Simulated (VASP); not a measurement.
An input for Ansatz (written as the equivalent of a VASP run, and not itself run):

Ansatz 0.2 input:
```yaml
crystal:
  lattice:
    - [5.5910508, 0.0000000, 0.0000000]
    - [0.0000000, 5.5910508, 0.0000000]
    - [0.0000000, 0.0000000, 5.5910508]
  atoms:
    - { symbol: Na, position: [0.0000000, 0.0000000, 0.0000000] }
    - { symbol: Na, position: [0.5000000, 0.5000000, 0.0000000] }
    - { symbol: Na, position: [0.5000000, 0.0000000, 0.5000000] }
    - { symbol: Cl, position: [0.5000000, 0.5000000, 0.5000000] }
    - { symbol: Cl, position: [0.0000000, 0.0000000, 0.5000000] }
    - { symbol: Cl, position: [0.0000000, 0.5000000, 0.0000000] }
    - { symbol: Cl, position: [0.5000000, 0.0000000, 0.0000000] }
    - { symbol: Li, position: [0.0000000, 0.5000000, 0.5000000] }
kpoints:
  mp_grid: { grid: [4, 4, 4] }
hamiltonian:
  xc: pbe
  pseudopotentials: { kind: paw }
scf:
  occupations: { method: gaussian, width: 0.05 }
  max_iter: 100
output: { forces: true, stress: true, eigenvalues: true }
```

### Question
Translate this input to VASP (INCAR, KPOINTS, POSCAR, choice of POTCAR).

### Answer
Several could match; the one computed here: 
File POSCAR:
```
LiNa3Cl4
1
    5.5910507872     0.0000000000     0.0000000000
    0.0000000000     5.5910507872     0.0000000000
    0.0000000000     0.0000000000     5.5910507872
Na Cl Li
3 4 1
Direct
  0.0000000000   0.0000000000   0.0000000000
  0.5000000000   0.5000000000   0.0000000000
  0.5000000000   0.0000000000   0.5000000000
  0.5000000000   0.5000000000   0.5000000000
  0.0000000000   0.0000000000   0.5000000000
  0.0000000000   0.5000000000   0.0000000000
  0.5000000000   0.0000000000   0.0000000000
  0.0000000000   0.5000000000   0.5000000000
```

**INCAR**
```
ALGO  =  Normal
EDIFF  =  1E-6
ENCUT  =  500
GGA  =  PE
ISMEAR  =  0
LASPH  =  .TRUE.
LCHARG  =  .TRUE.
LREAL  =  .FALSE.
LWAVE  =  .FALSE.
NELM  =  100
PREC  =  Accurate
SIGMA  =  0.05
SYSTEM  =  LiNa3Cl4
```

### KPOINTS
```
K-points
0
G
 4 4 4
0 0 0
```

POTCAR, in this order: Na_pv Cl Li_sv (PBE.64 set). Program: vasp_std.

Limits of the translation: each code has its own PAW files, so the cut-off isn't converted (ENCUT is set for VASP's; basis.ecutwfc is left out, and Ansatz then takes the one that its files recommend); Ansatz stops its SCF on the density residual and VASP on the energy change (EDIFF).

The structure was generated: LiNa3Cl4 was put into an ordered model structure (Pm-3m), which need not be its known phase. It was relaxed first.
